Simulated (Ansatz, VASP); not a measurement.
**Y in two plane-wave programs**

Aim: how closely do two programs agree when they are given the same cell, functional and k mesh? The cell is taken from a series of runs on this material, whose earlier steps may have relaxed, scaled, displaced or heated it; both programs get it as it stands.

Main program and level: Ansatz 0.2.0; plane waves, with VASP 6.6.1 beside it; zone-centre phonons at LDA.

### 1. Set-up

Symmetry: P6_3/mmc, No. 194, hexagonal system. Conventional cell: a = 3.567 Å, b = 3.567 Å, c = 5.537 Å, α = 90.00°, β = 90.00°, γ = 120.00°. Nearest to Y lie 12 Y at 3.45 to 3.57 Å.

### 2. Ansatz: zone-centre phonons, LDA, pair 1

Ansatz runs on its PAW soft_1 files.

Second derivatives magnify differences that forces hide, and they need a tight electronic threshold.

File input.yaml:

```yaml
crystal:
  lattice:
    - [3.5673619054, 0.0, 0.0]
    - [-1.7836809527, 3.0894260346, 0.0]
    - [0.0, 0.0, 5.5371820062]
  atoms:
    - { symbol: "Y", position: [0.3333333333, 0.6666666667, 0.25] }
    - { symbol: "Y", position: [0.6666666667, 0.3333333333, 0.75] }
kpoints:
  mp_grid: { grid: [15, 15, 8] }
hamiltonian:
  xc: lda
  pseudopotentials: { kind: paw, azcp: { folder: soft_1 }, xc_functional: pbe }
scf:
  occupations: { method: methfessel_paxton, width: 0.2 }
output:
  eigenvalues: true
phonons:
  method: dfpt
```

Launch:

```
$ ansatz run input.yaml --threads 4 --pin off --max-ram 10240MiB --backend cpu --events-out ev --progress --plain --runs-dir out
```

Numbers of over 12 decimals in the logs are rounded to 6 here.

The program printed:

```text
zone centre: on kpoints.mp_grid the ground state, and the responses unless they are solved on pairs of k-points, stand on 320 of the mesh's 1800 k-points, reduced under 4 symmetry operations, with k and −k counted as one. Each operation leaves every solved displacement unchanged or reverses it
Engine: ansatz 0.2.0, x86_64-unknown-linux-gnu
Pseudopotentials: kind: paw
Pseudopotential: Y, paw, valence charge 11, recommended cutoff 420 eV (normal), soft_1/Y.paw.azcp
Functional definition: SPW92
  exchange = slater_x
  correlation = pw_c
Crystal: 2 atoms, lattice volume = 61.026 Å³
Basis set: ecut = 420 eV, 1153 PW (Γ), exchange–correlation on 48×48×80 points (8 copies of the dense FFT grid, shifted against one another)
Bands: 15, of which v1, the nominal top of the filled ones, is band 11 counted from 1 (10 counted from 0)
Symmetry: 24 space group operations
k-points: 320 of 1800 (irreducible under 4 space group operations, time reversal used)
Non-local potential: Y, projectors of the file, l = 0: 3, l = 1: 2, l = 2: 2, l = 3: 1
PAW form: soft (Blöchl's): semilocal exchange-correlation on the pseudo side does not see the compensation charge
PAW frozen core: Y, regenerated for the run's functional, and the local potential with it (the file was generated under x = pbe(κ = 0.804, μ = 0.219515), c = pbe(β = 0.066725))
PAW one-centre angular grid: Y, 590 points (default); XC on 64 Gauss nodes
Initial density: superposition of atomic densities (chi_scale 0.1, normalization cell)
Initial wavefunctions: pseudopotential atomic-orbital guess
Functional: x = slater, c = lda
SCF iter   1: F=—  HF=-7491.199742 eV  |F-HF|=—  |Δ(HF+E_count)|=         —  Δρ=1.22e-2  dr2=1.42e-1  ethr=3.10e-3  ⟨swp⟩=4.4  Hψ=20343  notcnv=0
preconditioner: auto → Kerker (q_TF=auto, 2.302 Å⁻¹)  [metal: Δε(μ)=0.002 eV  Ē_g=2.670 eV  σ=0.200 eV  W_gap=0.01  n_scr=10 (ndim 8)  ℏωp=11.6 eV  f_vac=0.000  D(μ)=3.69/eV (n_scr^D=34)]
SCF iter   2: F=—  HF=-7491.168038 eV  |F-HF|=—  |Δ(HF+E_count)|=   3.17e-2  S|Δr|=    0.00e0  Δρ=7.75e-3  dr2=5.70e-2  ethr=6.46e-4  ⟨swp⟩=1.0  Hψ=7360  notcnv=0
SCF iter   3: F=—  HF=-7491.148330 eV  |F-HF|=—  |Δ(HF+E_count)|=   1.97e-2  S|Δr|=    0.00e0  Δρ=1.03e-3  dr2=6.38e-4  ethr=2.59e-4  ⟨swp⟩=2.9  Hψ=8365  notcnv=0
SCF iter   4: F=—  HF=-7491.148319 eV  |F-HF|=—  |Δ(HF+E_count)|=   1.10e-5  S|Δr|=    0.00e0  Δρ=1.86e-4  dr2=1.77e-5  ethr=2.90e-6  ⟨swp⟩=1.9  Hψ=5474  notcnv=0
SCF iter   5: F=—  HF=-7491.148317 eV  |F-HF|=—  |Δ(HF+E_count)|=   1.92e-6  S|Δr|=    0.00e0  Δρ=3.75e-5  dr2=6.00e-7  ethr=8.05e-8  ⟨swp⟩=2.0  Hψ=8317  notcnv=0
SCF iter   6: F=—  HF=-7491.148317 eV  |F-HF|=—  |Δ(HF+E_count)|=   1.52e-7  S|Δr|=    0.00e0  Δρ=6.39e-6  dr2=1.55e-8  ethr=2.73e-9  ⟨swp⟩=1.1  Hψ=4835  notcnv=0
SCF iter   7: F=—  HF=-7491.148317 eV  |F-HF|=—  |Δ(HF+E_count)|=   4.29e-9  S|Δr|=    0.00e0  Δρ=1.19e-6  dr2=7.32e-10  ethr=7.03e-11  ⟨swp⟩=1.3  Hψ=4886  notcnv=0
SCF iter   8: F=-7491.148317 eV  HF=-7491.148317 eV  |F-HF|=9.09e-13  |Δ(HF+E_count)|=  1.18e-10  S|Δr|=    0.00e0  Δρ=1.22e-7  dr2=7.39e-12  ethr=1.00e-12  ⟨swp⟩=5.0  Hψ=22241  notcnv=0
SCF 1 converged in 8 iterations: F = -7491.148317 eV  dr2 = 7.39e-12
  greatest PAW one-centre occupation: 0.992 electrons in one spin orbital (limit 2), on the Y atom at site 1 (counted from 0), in its partial waves of l = 0
DFPT response loops at Γ: preconditioner auto → Kerker (q_TF=auto, 2.302 Å⁻¹) (partly filled bands, converged f_vac=0.000); β = 1.00, the filter's whole step (`scf.mixing.beta` (0.50) is not read by the response loops under this deck's `scf.mixing.preconditioner`; to damp them name `kerker` or `kerker_dos`, under which they read `scf.mixing.beta`, and type it under 1.00, their step now; both keys bind the ground state too); Broyden in place of MSR1
SCF converged after 8 iterations
Stability not checked: this state was not tested for a lower state beside it, because cold or Methfessel-Paxton smearing, or corrected tetrahedra, fill the levels in a way that the test cannot read (fill_not_monotonic; see scf.lower_state_search)
Free energy (F): -7491.148317 eV
Harris-Foulkes:  -7491.148317 eV  (|F-HF|=9.09e-13)
Internal energy: -7491.146691 eV  (E = F + TS)
E sigma→0 (E₀):  -7491.147910 eV
Entropy (-TS):   -0.001626 eV (-0.813 meV/atom)
Fermi energy:    9.979771 eV
--- Per-component energies (eV) ---
  E_band       = -225.646991
  E_kinetic    = 633.411748
  E_local      = -1159.804695  (includes V_loc(G=0)·N_el)
  E_nonlocal   = 62.040251
  E_hartree    = 365.905395
  E_xc         = -353.899215
  E_vxc        = -409.878769  (∫ρ·V_xc dr)
  E_paw        = -5429.651657  (= ΣΔE_a)
  E_vpaw       = -83.226379  (= ΣTr[D̂ρ^β])
  E_aug_tail   = 0.000046  (compensation charges beyond the density's cutoff)
  E_ewald      = -1609.807733
  E_core_change = 0.659170  (= ΣΔE_core)
  E_smearing   = -0.001626  (= −TS)
  E_closure    = 0.000000  (closes the sum)
  Σ components = -7491.148317   (vs F -7491.148317, Δ=0.00e0)
--- Band table (eV; the first three rows and the last of 320) ---
  k-point 0: bands = [... 7 lower, -12.0414, 5.2273, 8.0110, 11.2472, 11.7213, 11.7213, 12.1508, 12.4024]
  k-point 1: bands = [... 7 lower, -12.0737, 5.3405, 7.9628, 11.1044, 11.6486, 11.6486, 12.0412, 12.2990]
  k-point 2: bands = [... 7 lower, -12.1119, 5.6672, 7.7672, 10.8555, 11.5470, 11.5470, 11.7449, 12.0610]
  k-point 319: bands = [... 7 lower, -12.1879, 8.5986, 8.5986, 10.1408, 10.1408, 10.7566, 10.7566, 12.5804]
--- Phonons (Γ-DFPT): 2 representative perturbations + reference, on 320 of 1800 k-points (Σ response iterations 6) ---
  k mesh reduced under 4 symmetry operations, with k and −k counted as one. Each operation leaves every solved displacement unchanged or reverses it
  ASR residual: 2.518e-5 → 0.000e0 eV/Å²; symmetrization residual: 1.994e-13 eV/Å²
  ASR residual per site (eV/Å²): 2.52e-5 2.52e-5
  Γ frequencies (cm⁻¹): 0.00 0.00 0.00 88.99 88.99 150.32
  non-analytic LO–TO correction: not included (Born effective charges unavailable; polar crystals: no LO–TO splitting at Γ)
```

### 3. VASP: zone-centre phonons, LDA, pair 1

The same cell, functional (in two slightly different forms), mesh and smearing now go to VASP, with its own data sets.

Lines of VASP's logs that name or quote its potential files are left out, and so is its time.

File INCAR:

```
SYSTEM = Y
PREC = Accurate
ENCUT = 500
EDIFF = 1E-08
NELM = 120
ISMEAR = 1
SIGMA = 0.2
LREAL = .FALSE.
ALGO = Normal
GGA = CA
NBANDS = 17
LASPH = .TRUE.
LORBIT = 11
LWAVE = .FALSE.
LCHARG = .FALSE.
ISIF = 2
IBRION = 8
GGA_COMPAT = .FALSE.
KPAR = 2
```

File POSCAR:

```
Y
1.0
    3.5673619054      0.0000000000      0.0000000000
   -1.7836809527      3.0894260346      0.0000000000
    0.0000000000      0.0000000000      5.5371820062
Y
2
Direct
    0.3333333333      0.6666666667      0.2500000000
    0.6666666667      0.3333333333      0.7500000000
```

File KPOINTS:

```
Automatic mesh
0
Gamma
15 15 8
0 0 0
```

PAW data sets: Y_sv (LDA family, release 64).

Launch:

```
$ mpirun -np 2 vasp_std
```

The program printed:

```text
[banner, memory and clock lines left out]
running    2 mpi-ranks, on    1 nodes
 distrk:  each k-point on    1 cores,    2 groups
 distr:  one band on    1 cores,    1 groups

 POSCAR found type information on POSCAR Y
 POSCAR found :  1 types and       2 ions
 LDA part: xc-table for (Slater(with rela. corr.)+CA(PZ))
 , standard interpolation
 POSCAR, INCAR and KPOINTS ok, starting setup
 FFT: planning ... GRIDC
 FFT: planning ... GRID_SOFT
 FFT: planning ... GRID
 WAVECAR not read
 entering main loop
       N       E                     dE             d eps       ncg     rms          rms(c)
DAV:   1     0.843471242635E+02    0.84347E+02   -0.11326E+04  4590   0.121E+03
DAV:   2    -0.722075123466E+01   -0.91568E+02   -0.90346E+02  5785   0.260E+02
DAV:   3    -0.141147121095E+02   -0.68940E+01   -0.68380E+01  8212   0.435E+01
DAV:   4    -0.142739448785E+02   -0.15923E+00   -0.15916E+00  5476   0.707E+00
DAV:   5    -0.142780396953E+02   -0.40948E-02   -0.40943E-02  6831   0.818E-01    0.346E+01
DAV:   6    -0.139549876829E+02    0.32305E+00   -0.39935E-01  4935   0.400E+00    0.213E+01
DAV:   7    -0.139017681766E+02    0.53220E-01   -0.77004E-01  6405   0.492E+00    0.168E+00
DAV:   8    -0.138892146948E+02    0.12553E-01   -0.12248E-01  5739   0.216E+00    0.445E-01
DAV:   9    -0.138892333905E+02   -0.18696E-04   -0.46361E-03  6509   0.465E-01    0.148E-01
DAV:  10    -0.138892116605E+02    0.21730E-04   -0.45266E-04  6395   0.173E-01    0.549E-02
DAV:  11    -0.138892135994E+02   -0.19388E-05   -0.21665E-05  6610   0.322E-02    0.504E-02
DAV:  12    -0.138892126542E+02    0.94519E-06   -0.58807E-06  5426   0.196E-02    0.115E-02
DAV:  13    -0.138892125073E+02    0.14692E-06   -0.42365E-07  5880   0.561E-03    0.402E-04
DAV:  14    -0.138892125117E+02   -0.44406E-08   -0.15702E-08  4764   0.659E-04
   1 F= -.13889213E+02 E0= -.13888685E+02  d E =-.158200E-02
 Linear response reoptimize wavefunctions to high precision
DAV:   1    -0.138892125127E+02   -0.94224E-09   -0.17283E-09  4102   0.284E-04
DAV:   2    -0.138892125127E+02   -0.25921E-10   -0.29009E-10  3270   0.103E-04
 Linear response DOF=           2
 Linear response progress:
  Degree of freedom:   1/  2
       N       E                     dE             d eps       ncg     rms          rms(c)
RMM:   1    -0.261831741157E+00   -0.26183E+00    0.40233E+00 22591   0.107E+01
RMM:   2    -0.249220500274E+00    0.12611E-01   -0.19411E-01 33190   0.199E+00    0.161E-01
RMM:   3    -0.250734420411E+00   -0.15139E-02   -0.15068E-02 38929   0.599E-01    0.775E-02
RMM:   4    -0.251163761629E+00   -0.42934E-03   -0.25419E-03 45454   0.217E-01    0.296E-02
RMM:   5    -0.251241001286E+00   -0.77240E-04   -0.47398E-04 47474   0.942E-02    0.180E-02
RMM:   6    -0.251162936798E+00    0.78064E-04   -0.10126E-04 48262   0.358E-02    0.645E-03
RMM:   7    -0.251111220199E+00    0.51717E-04   -0.10397E-04 48379   0.188E-02    0.188E-03
RMM:   8    -0.251101712263E+00    0.95079E-05   -0.10827E-04 48981   0.101E-02    0.147E-03
RMM:   9    -0.251088832817E+00    0.12879E-04   -0.77099E-05 49112   0.646E-03    0.800E-04
RMM:  10    -0.251084817780E+00    0.40150E-05   -0.58284E-05 49111   0.438E-03    0.358E-04
RMM:  11    -0.251083186367E+00    0.16314E-05   -0.36578E-05 49675   0.326E-03    0.152E-04
RMM:  12    -0.251082549823E+00    0.63654E-06   -0.23968E-05 49392   0.259E-03    0.972E-05
RMM:  13    -0.251082522708E+00    0.27116E-07   -0.16340E-05 48964   0.217E-03    0.655E-05
RMM:  14    -0.251081989541E+00    0.53317E-06   -0.11677E-05 48481   0.187E-03    0.486E-05
[...]
RMM:  19    -0.251082414015E+00   -0.48762E-07   -0.26308E-06 48062   0.112E-03    0.274E-04
RMM:  20    -0.251081948635E+00    0.46538E-06   -0.21695E-06 47187   0.105E-03    0.196E-04
RMM:  21    -0.251081915359E+00    0.33275E-07   -0.16350E-06 48193   0.976E-04    0.213E-04
RMM:  22    -0.251081909495E+00    0.58647E-08   -0.13452E-06 48186   0.919E-04    0.234E-04
RMM:  23    -0.251082012301E+00   -0.10281E-06   -0.11188E-06 47984   0.871E-04    0.275E-04
RMM:  24    -0.251082008507E+00    0.37935E-08   -0.94059E-07 47244   0.829E-04    0.292E-04
RMM:  25    -0.251082010570E+00   -0.20631E-08   -0.84668E-07 46845   0.793E-04    0.309E-04
RMM:  26    -0.251082000756E+00    0.98143E-08   -0.72951E-07 47536   0.762E-04    0.320E-04
 first order change of Fermi-energy   0.19491E-04
 force on displaced ion       1 direction 1 :  -1.293   0.000   0.000
 Linear response progress:
  Degree of freedom:   2/  2
       N       E                     dE             d eps       ncg     rms          rms(c)
RMM:   1    -0.304592620418E+00   -0.30459E+00    0.42002E+00  7644   0.107E+01
RMM:   2    -0.295723156491E+00    0.88695E-02   -0.19890E-01 11375   0.195E+00    0.356E-01
RMM:   3    -0.298195419907E+00   -0.24723E-02   -0.13924E-02 12511   0.575E-01    0.169E-01
RMM:   4    -0.298954202381E+00   -0.75878E-03   -0.22316E-03 14696   0.225E-01    0.327E-02
RMM:   5    -0.298861265274E+00    0.92937E-04   -0.41338E-04 15300   0.935E-02    0.201E-02
RMM:   6    -0.298780556099E+00    0.80709E-04   -0.96035E-05 16023   0.412E-02    0.835E-03
RMM:   7    -0.298614514256E+00    0.16604E-03   -0.28782E-05 15705   0.175E-02    0.576E-03
RMM:   8    -0.298598136274E+00    0.16378E-04   -0.22057E-05 15996   0.928E-03    0.105E-03
RMM:   9    -0.298584856084E+00    0.13280E-04   -0.15596E-05 16377   0.512E-03    0.505E-04
RMM:  10    -0.298579929646E+00    0.49264E-05   -0.11387E-05 16253   0.322E-03    0.210E-04
RMM:  11    -0.298581911172E+00   -0.19815E-05   -0.48805E-06 16340   0.227E-03    0.154E-04
RMM:  12    -0.298582167143E+00   -0.25597E-06   -0.16418E-06 16439   0.173E-03    0.250E-04
RMM:  13    -0.298582825870E+00   -0.65873E-06   -0.13670E-08 16141   0.142E-03    0.332E-04
RMM:  14    -0.298582533571E+00    0.29230E-06   -0.84496E-08 15981   0.121E-03    0.338E-04
RMM:  15    -0.298582128194E+00    0.40538E-06    0.61676E-07 16050   0.106E-03    0.335E-04
RMM:  16    -0.298582158948E+00   -0.30754E-07    0.14873E-07 15939   0.951E-04    0.363E-04
 first order change of Fermi-energy   0.33394E-04
 force on displaced ion       1 direction 3 :   0.000   0.000  -3.655
 Linear response finished
```

Parts of OUTCAR (step 3):

```text
ion  position               nearest neighbor table
   1  0.333  0.667  0.250-   2 3.45   2 3.45   2 3.45   2 3.45   2 3.45   2 3.45
   2  0.667  0.333  0.750-   1 3.45   1 3.45   1 3.45   1 3.45   1 3.45   1 3.45

  LATTYP: Found a hexagonal cell.
 ALAT       =     3.5673619054
 C/A-ratio  =     1.5521783752

 Subroutine GETGRP returns: Found 24 space group operations
 (whereof 12 operations were pure point group operations)

The static configuration has the point symmetry D_3d.
 The point group associated with its full space group is D_6h.

 Found    135 irreducible k-points:

   k-points           NKPTS =    135   k-points in BZ     NKDIM =    135   number of bands    NBANDS=     17

   dimension x,y,z NGX =    28 NGY =   28 NGZ =   40
   dimension x,y,z NGXF=    56 NGYF=   56 NGZF=   80

   ENCUT  =  500.0 eV  36.75 Ry    6.06 a.u.   6.50  6.50 10.10*2*pi/ulx,y,z

   NELECT =      22.0000    total number of electrons

 k-points in reciprocal lattice and weights: Automatic mesh
   0.00000000  0.00000000  0.00000000       0.001
   0.06666667 -0.00000000  0.00000000       0.003
   0.13333333 -0.00000000  0.00000000       0.003
   0.20000000 -0.00000000  0.00000000       0.003
   0.26666667 -0.00000000  0.00000000       0.003
   0.33333333 -0.00000000  0.00000000       0.003
   0.40000000  0.00000000  0.00000000       0.003
   0.46666667 -0.00000000  0.00000000       0.003
   0.06666667  0.06666667  0.00000000       0.003
[...]
0.33333333  0.26666667  0.50000000       0.007
   0.33333333  0.33333333  0.50000000       0.001

 average (electrostatic) potential at core
       1 -37.1406       2 -37.1406

  Total       -0.3822465     -0.3822465     -0.3743204      0.0000000      0.0000000      0.0000000
  in kB      -10.0355298    -10.0355298     -9.8274373      0.0000000      0.0000000      0.0000000
  external PRESSURE =      -9.9661656 kB  Pullay stress =       0.0000000 kB

  energy-cutoff  :      500.00
  volume of cell :       61.03
      direct lattice vectors                 reciprocal lattice vectors
     3.567361905  0.000000000  0.000000000     0.280319190  0.161842360  0.000000000
    -1.783680953  3.089426035  0.000000000     0.000000000  0.323684720  0.000000000
     0.000000000  0.000000000  5.537182006     0.000000000  0.000000000  0.180597278

 POSITION                                       TOTAL-FORCE (eV/Angst)
 -----------------------------------------------------------------------------------
     -0.00000      2.05962      1.38430         0.000000      0.000000      0.000000
      1.78368      1.02981      4.15289        -0.000000     -0.000000      0.000000
 -----------------------------------------------------------------------------------
    total drift:                                0.000000     -0.000000      0.000000

 Eigenvectors and eigenvalues of the dynamical matrix
 ----------------------------------------------------

   1 f  =    4.482637 THz    28.165241 2PiTHz  149.524687 cm-1    18.538690 meV
             X         Y         Z           dx          dy          dz
     -0.000000  2.059617  1.384296     0.000000    0.000000    0.707107
      1.783681  1.029809  4.152887     0.000000   -0.000000   -0.707107

   2 f  =    2.666557 THz    16.754472 2PiTHz   88.946770 cm-1    11.027989 meV
             X         Y         Z           dx          dy          dz
     -0.000000  2.059617  1.384296     0.000005   -0.707107   -0.000000
      1.783681  1.029809  4.152887    -0.000005    0.707107   -0.000000

   3 f  =    2.666557 THz    16.754472 2PiTHz   88.946770 cm-1    11.027989 meV
             X         Y         Z           dx          dy          dz
     -0.000000  2.059617  1.384296     0.707107    0.000005   -0.000000
      1.783681  1.029809  4.152887    -0.707107   -0.000005   -0.000000

   4 f  =    0.000000 THz     0.000000 2PiTHz    0.000001 cm-1     0.000000 meV
             X         Y         Z           dx          dy          dz
     -0.000000  2.059617  1.384296     0.658550    0.237647   -0.099177
      1.783681  1.029809  4.152887     0.658550    0.237647   -0.099177

   5 f  =    0.000000 THz     0.000000 2PiTHz    0.000001 cm-1     0.000000 meV
             X         Y         Z           dx          dy          dz
     -0.000000  2.059617  1.384296    -0.257512    0.607988   -0.253057
      1.783681  1.029809  4.152887    -0.257512    0.607988   -0.253057

   6 f/i=    0.000000 THz     0.000000 2PiTHz    0.000002 cm-1     0.000000 meV
             X         Y         Z           dx          dy          dz
     -0.000000  2.059617  1.384296    -0.000227   -0.271797   -0.652783
      1.783681  1.029809  4.152887    -0.000227   -0.271797   -0.652783

 ELASTIC MODULI CONTR FROM IONIC RELAXATION (kBar)
 Direction    XX          YY          ZZ          XY          YZ          ZX
 --------------------------------------------------------------------------------
 XX         -39.4711     39.4711     -0.0000      0.0000      0.0000      0.0000
 YY          39.4711    -39.4711      0.0000      0.0000     -0.0000      0.0000
 ZZ          -0.0000      0.0000     -0.0000      0.0000     -0.0000      0.0000
 XY           0.0000      0.0000      0.0000    -39.4711      0.0000      0.0000
 YZ           0.0000     -0.0000     -0.0000      0.0000     -0.0000      0.0000
 ZX           0.0000      0.0000      0.0000      0.0000      0.0000      0.0000
 --------------------------------------------------------------------------------
```

### 4. Side by side

Known differences besides the potentials themselves: the two LDA forms differ slightly; the cutoff is 420 eV in Ansatz and 500 eV in VASP; VASP's log shows a relativistic correction to its local exchange, Ansatz's none. Total energies have different zeros and are not compared.

Both answers:

```
                  quantity  Ansatz   VASP  difference
optical mode 1 to 2 (cm⁻¹)    89.0   88.9     +0.05 %
     optical mode 3 (cm⁻¹)   150.3  149.5     +0.53 %
```

Modes are paired by rising frequency, not by their patterns, so a pair may set unlike modes beside each other; they are those without the splitting of longitudinal modes.

[end of part 1 of 2]

[Lines on the potential files, build, host, timing and source positions are cut from VASP's logs without a mark.]

[Logs are printed without paths, hosts, clocks, repeated set-up lines and the standing remarks that a program may print on its own settings, such as how far it seeks lower states.]

[Hosts, paths, dates, database ids (printed as entryN), source tags and the programs' standing remarks are cut or masked in the printed files.]
